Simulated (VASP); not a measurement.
SiC (zinc blende) at five volumes. Method: RPA correlation on PBE orbitals, VASP's PBE PAW potentials (set 64) (plane waves; VASP). Run with 500 eV cut-off, 4×4×4 Γ-centred mesh, Gaussian smearing of 0.010 eV, potentials Si_GW C_GW_new.

The mesh is coarse, so the correlation energy is not converged in k-points.

```tsv
V (Å³/atom)	EXX (eV/atom)	RPA correlation (eV/atom)
9.531	-12.5292	-6.5817
9.946	-12.5709	-6.5823
10.360	-12.5818	-6.5859
10.775	-12.5671	-6.5917
11.189	-12.5309	-6.5998
```

**Question.** Add the two parts and fit a third-order Birch-Murnaghan equation of state.

**Answer.** The totals are -19.1109, -19.1532, -19.1678, -19.1588, -19.1307 eV/atom, with V0 = 10.40 Å³/atom and B0 = 221 GPa.

The compound is SiC in the zinc blende structure.
